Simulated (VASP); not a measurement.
# LiPb (Pm-3m) in VASP: further runs

The runs below take LiPb through single point, relaxation of cell and atoms, with LDA.

All numbers are computed with VASP 6.6.1; they aren't measurements. Logs are shortened: lines on timing, memory, paths and dates and some standing lists are left out, and cuts for length are marked.

**1. The structure**

The structure is cubic, space group Pm-3m (No. 221). The conventional cell has a = 3.458 Å, b = 3.458 Å, c = 3.458 Å, α = 90.00°, β = 90.00°, γ = 90.00°. Li (site symmetry m-3m) has 8 Pb at 2.99 Å as nearest neighbours. Pb (site symmetry m-3m) is surrounded by 8 Li at 2.99 Å.

**2. Single point, LDA**

Input file INCAR:

```
PREC = Accurate
ENCUT = 520
EDIFF = 1E-6
ISMEAR = 1
SIGMA = 0.3
LREAL = F
LASPH = T
NELM = 100
ALGO = Fast
ISIF = 2
LWAVE = F
LCHARG = F
NBANDS = 16
```

Input file KPOINTS:

```
Automatic mesh
0
Gamma
  6 6 6
```

Input file POSCAR:

```
LiPb
1.0
    3.4575310566      0.0000000000      0.0000000000
    0.0000000000      3.4575310566      0.0000000000
    0.0000000000      0.0000000000      3.4575310566
Li Pb
1 1
Direct
    0.5000000000      0.5000000000      0.5000000000
    0.0000000000      0.0000000000      0.0000000000
```

Potentials or basis: VASP PAW LDA potentials, release 64 (Li_sv, Pb_d).

Started as:

```bash
$ cat potpaw_LDA.64/Li_sv/POTCAR potpaw_LDA.64/Pb_d/POTCAR > POTCAR
$ mpirun -np 1 vasp_std > vasp.out
```

OUTCAR:

```text
PREC = Accurate
   ENCUT = 520
   EDIFF = 1E-6
   ISMEAR = 1
   LREAL = F
   LASPH = T
   NELM = 100
   ISIF = 2

 ion  position               nearest neighbor table
   1  0.500  0.500  0.500-   2 2.99   2 2.99   2 2.99   2 2.99   2 2.99   2 2.99   2 2.99   2 2.99

   2  0.000  0.000  0.000-   1 2.99   1 2.99   1 2.99   1 2.99   1 2.99   1 2.99   1 2.99   1 2.99

  LATTYP: Found a simple cubic cell.
 ALAT       =     3.4575310566

  Lattice vectors:

 A1 = (   3.4575310566,   0.0000000000,   0.0000000000)
 A2 = (   0.0000000000,   3.4575310566,   0.0000000000)
 A3 = (   0.0000000000,   0.0000000000,   3.4575310566)

Analysis of symmetry for initial positions (statically):
=====================================================================
 Subroutine PRICEL returns:
 Original cell was already a primitive cell.

 Routine SETGRP: Setting up the symmetry group for a
 simple cubic supercell.

 Subroutine GETGRP returns: Found 48 space group operations
 (whereof 48 operations were pure point group operations)
 out of a pool of 48 trial point group operations.

The static configuration has the point symmetry O_h .

Analysis of symmetry for dynamics (positions and initial velocities):
=====================================================================
 Subroutine PRICEL returns:
 Original cell was already a primitive cell.

 Routine SETGRP: Setting up the symmetry group for a
 simple cubic supercell.

 Subroutine GETGRP returns: Found 48 space group operations
 (whereof 48 operations were pure point group operations)
 out of a pool of 48 trial point group operations.

The dynamic configuration has the point symmetry O_h .

 Subroutine INISYM returns: Found 48 space group operations
 (whereof 48 operations are pure point group operations),
 and found     1 'primitive' translations

----------------------------------------------------------------------------------------

                                     Primitive cell

  volume of cell :      41.3331

  direct lattice vectors                    reciprocal lattice vectors
     3.457531057  0.000000000  0.000000000     0.289223722  0.000000000  0.000000000
[... 76 lines left out ...]
   LNONCOLLINEAR =      F non collinear calculations
   LSORBIT =      F    spin-orbit coupling
   LASPH  =      T    aspherical Exc in radial PAW
   ENCUT  =  520.0 eV  38.22 Ry    6.18 a.u.   6.43  6.43  6.43*2*pi/ulx,y,z
   NELM   =    100;   NELMIN=  2; NELMDL= -5     # of ELM steps
   EDIFF  = 0.1E-05   stopping-criterion for ELM
   LREAL  =      F    real-space projection
   EDIFFG = 0.1E-04   stopping-criterion for IOM
   NSW    =      0    number of steps for IOM
   IBRION =     -1    ionic relax: 0-MD 1-quasi-New 2-CG
   NFREE  =      0    steps in history (QN), initial steepest desc. (CG)
   ISIF   =      2    stress and relaxation
   ISYM   =      2    0-nonsym 1-usesym 2-fastsym
   POTIM  = 0.5000    time-step for ionic-motion
   TEBEG  =    0.0;   TEEND  =   0.0 temperature during run
   PSTRESS=    0.0 pullay stress
   NELECT =      17.0000    total number of electrons
   NUPDOWN=      -1.0000    fix difference up-down
   EMIN   =  10.00;   EMAX   =-10.00  energy-range for DOS
   EFERMI =   0.00;   METHOD = LEGACY
   ISMEAR =     1;   SIGMA  =   0.30  broadening in eV -4-tet -1-fermi 0-gaus
   EFERMI_NEDOS =   21; number of points for ismear=-14 and -15
   IALGO  =     68    algorithm
   IMIX   =      4    mixing-type and parameters
     AMIX     =   0.40;   BMIX     =  1.00
     AMIX_MAG =   1.60;   BMIX_MAG =  1.00
  volume/ion in A,a.u.               =      20.67       139.46
  Fermi-wavevector in a.u.,A,eV,Ry     =   1.217470  2.300685 20.167018  1.482234
  Thomas-Fermi vector in A             =   2.352790
   LORBIT       =      0    0 simple, 1 ext, 2 COOP (PROOUT), +10 PAW based schemes
   GGA     = CA    functional components
   LHFCALC =     F    Hartree Fock is set to
   AEXX    =    0.0000 exact exchange contribution
   IVDW    =     0    specifies the selected vdW correction
   LEPSILON=     F    determine dielectric tensor
   LRPA    =     F    only Hartree local field effects (RPA)
 non-spin polarized calculation
 RMM-DIIS sequential band-by-band and
 Methfessel and Paxton  Order N= 1 SIGMA  =   0.30
  energy-cutoff  :      520.00
  volume of cell :       41.33
 maximum number of plane-waves:      1141
 NGX is ok and might be reduce to    28
   NGX = 13   NGY = 13   NGZ = 13

 number of electron      17.0000001 magnetization

 Free energy of the ion-electron system (eV)
  ---------------------------------------------------
  ext. energy  EPLUGINS =         0.00000000
  ---------------------------------------------------
  free energy    TOTEN  =        -6.99809525 eV

  energy without entropy =       -6.99540095  energy(sigma->0) =       -6.99719715

 E-fermi :   6.2252     XC(G=0):  -9.9908

 val. band max:        6.1721007963   @ k =   0.1667   0.1667   0.0000
 cond. band min:       6.2576406678   @ k =   0.5000   0.3333   0.3333
 fundamental gap:      0.0855398714
 Fermi energy:         6.2251555067

 k-point     1 :       0.0000    0.0000    0.0000
  band No.  band energies     occupation
      1     -39.7079      2.00000
      2     -10.9057      2.00000
      3     -10.9057      2.00000
      4     -10.5980      2.00000
      5     -10.5980      2.00000
      6     -10.5980      2.00000
[... 357 lines left out ...]
      3     -10.8120      2.00000
      4     -10.8120      2.00000
      5     -10.4436      2.00000
      6     -10.4436      2.00000
[... 8 lines left out ...]
     15      27.2192      0.00000
     16      27.2202      0.00000

------------------------ aborting loop because EDIFF is reached ----------------------------------------

  FORCE on cell =-STRESS in cart. coord.  units (eV):
  Direction    XX          YY          ZZ          XY          YZ          ZX
  --------------------------------------------------------------------------------------
  -------------------------------------------------------------------------------------
  Total       -0.0256178     -0.0256178     -0.0256178      0.0000000      0.0000000     -0.0000000
  in kB       -0.9930102     -0.9930102     -0.9930102      0.0000000      0.0000000     -0.0000000
  external PRESSURE =      -0.9930102 kB  Pullay stress =       0.0000000 kB

 VOLUME and BASIS-vectors are now :
 -----------------------------------------------------------------------------
  energy-cutoff  :      520.00
  volume of cell :       41.33
      direct lattice vectors                 reciprocal lattice vectors
     3.457531057  0.000000000  0.000000000     0.289223722  0.000000000  0.000000000
     0.000000000  3.457531057  0.000000000     0.000000000  0.289223722  0.000000000
     0.000000000  0.000000000  3.457531057     0.000000000  0.000000000  0.289223722

 POSITION                                       TOTAL-FORCE (eV/Angst)
 -----------------------------------------------------------------------------------
      1.72877      1.72877      1.72877         0.000000      0.000000      0.000000
      0.00000      0.00000      0.00000         0.000000      0.000000      0.000000
 -----------------------------------------------------------------------------------
    total drift:                               -0.000000      0.000000      0.000000

  FREE ENERGIE OF THE ION-ELECTRON SYSTEM (eV)
  ---------------------------------------------------
  free  energy   TOTEN  =        -6.9980952535 eV

  energy  without entropy=       -6.9954009514  energy(sigma->0) =       -6.99719715
```

OSZICAR:

```text
N       E                     dE             d eps       ncg     rms          rms(c)
DAV:   1     0.136830810729E+03    0.13683E+03   -0.78140E+03   640   0.117E+03
DAV:   2     0.199354048105E+01   -0.13484E+03   -0.12912E+03   720   0.318E+02
DAV:   3    -0.691081071104E+01   -0.89044E+01   -0.88232E+01  1216   0.734E+01
DAV:   4    -0.706285203799E+01   -0.15204E+00   -0.15187E+00   792   0.788E+00
DAV:   5    -0.706813644290E+01   -0.52844E-02   -0.52833E-02  1032   0.142E+00    0.130E+00
RMM:   6    -0.701245416729E+01    0.55682E-01   -0.61057E-02   791   0.309E+00    0.619E-01
RMM:   7    -0.699878974713E+01    0.13664E-01   -0.30633E-02   808   0.170E+00    0.168E-01
RMM:   8    -0.699788949685E+01    0.90025E-03   -0.60716E-03  1006   0.904E-01    0.198E-02
RMM:   9    -0.699804251382E+01   -0.15302E-03   -0.14912E-03  1035   0.324E-01    0.290E-02
RMM:  10    -0.699807483657E+01   -0.32323E-04   -0.37731E-04   998   0.261E-01    0.176E-02
RMM:  11    -0.699808817735E+01   -0.13341E-04   -0.15523E-04  1033   0.114E-01    0.167E-02
RMM:  12    -0.699809008577E+01   -0.19084E-05   -0.62442E-05  1003   0.951E-02    0.415E-03
RMM:  13    -0.699809330043E+01   -0.32147E-05   -0.29820E-05  1047   0.467E-02    0.358E-03
RMM:  14    -0.699809499468E+01   -0.16942E-05   -0.12026E-05   906   0.281E-02    0.601E-03
RMM:  15    -0.699809525354E+01   -0.25886E-06   -0.49913E-06   819   0.187E-02
   1 F= -.69980953E+01 E0= -.69971972E+01  d E =-.269430E-02
```

It took 12 s on 1 thread of Intel Xeon Platinum 8488C (Sapphire Rapids), shared host; peak memory 0.14 GiB.

Results:

```
Free energy            : -6.9981 eV
Band gap on the k mesh : none (metal or under the smearing width)
```

Caveat: the cutoff is under 1.25 times the usual one of these potentials, so pressure, stress and relaxed cells hold a basis-set (Pulay) error.

**3. Relaxation of cell and atoms, LDA**

This run uses another cell than the first one, of 21.84 Å³/atom, 1.057 times its volume.

Input file INCAR:

```
ALGO = Fast
EDIFF = 1E-6
EDIFFG = -0.02
ENCUT = 600
GGA = CA
IBRION = 2
ISIF = 3
ISMEAR = 1
LASPH = True
LCHARG = False
LREAL = False
LWAVE = False
NELM = 100
NSW = 60
PREC = Accurate
SIGMA = 0.3
```

Input file KPOINTS:

```
k-points
0
Gamma
  6 6 6
```

Input file POSCAR:

```
LiPb
1.0
    3.5220000000      0.0000000000      0.0000000000
    0.0000000000      3.5220000000      0.0000000000
    0.0000000000      0.0000000000      3.5220000000
Li Pb
1 1
Direct
    0.5000000000      0.5000000000      0.5000000000
    0.0000000000      0.0000000000      0.0000000000
```

Potentials or basis: VASP PAW LDA potentials, release 64 (Li_sv, Pb_d).

Started as:

```bash
$ cat potpaw_LDA.64/Li_sv/POTCAR potpaw_LDA.64/Pb_d/POTCAR > POTCAR
$ mpirun -np 1 vasp_std > vasp.out
```

Run time: 28 s. Hardware: 1 thread of Intel Xeon Platinum 8488C (Sapphire Rapids), shared host; peak memory 0.15 GiB.

The run converged. Its results:

```yaml
Free_energy: -6.9989 eV
Relaxed_volume: 20.68 Å³/atom
Relaxed_cell: a = 3.459 Å, b = 3.459 Å, c = 3.459 Å, α = 90.00°, β = 90.00°, γ = 90.00°
Space_group_after_relaxing_to_0.05_Å: Pm-3m (No. 221)
Energy_gained_by_relaxing: 8.4 meV/atom
Ionic_steps: 3
Pressure_after_relaxing: -0.1 GPa
Band_gap_on_the_k_mesh: none (metal or under the smearing width)
```

The path:
```
step  energy change (eV)  largest force (eV/Å)  pressure (GPa)  volume (Å³)
   1              0.0000                0.0000           -2.08        43.69
   2             -0.0155                0.0000           -0.62        41.92
   3             -0.0167                0.0000           -0.08        41.37
```

Final structure:
```yaml
crystal:
  lattice:
    - [3.45855, 0.00000, 0.00000]
    - [0.00000, 3.45855, 0.00000]
    - [0.00000, 0.00000, 3.45855]
  atoms:
    - { symbol: Li, position: [0.50000, 0.50000, 0.50000] }
    - { symbol: Pb, position: [0.00000, 0.00000, 0.00000] }
```

Levels at points of the mesh, in eV from the Fermi level:
| k point | band 4 | band 5 | band 6 | band 7 | band 8 | band 9 | band 10 | band 11 | band 12 |
| --- | --- | --- | --- | --- | --- | --- | --- | --- | --- |
| (0.00, 0.00, 0.00) | -16.82 | -16.82 | -16.82 | -11.08 | 2.09 | 2.09 | 2.09 | 5.93 | 6.52 |
| (0.50, 0.00, 0.00) | -16.92 | -16.87 | -16.82 | -9.42 | -4.42 | 4.65 | 4.65 | 6.16 | 7.26 |
| (0.50, 0.50, 0.00) | -16.91 | -16.91 | -16.68 | -7.52 | -3.21 | -3.21 | 2.22 | 6.70 | 8.27 |
| (0.50, 0.50, 0.50) | -17.04 | -16.67 | -16.67 | -5.76 | -0.88 | -0.88 | -0.88 | 2.32 | 2.32 |

Caveat: the cutoff is under 1.25 times the usual one of these potentials, so pressure, stress and relaxed cells hold a basis-set (Pulay) error. Zero-point motion and thermal expansion aren't in these numbers.
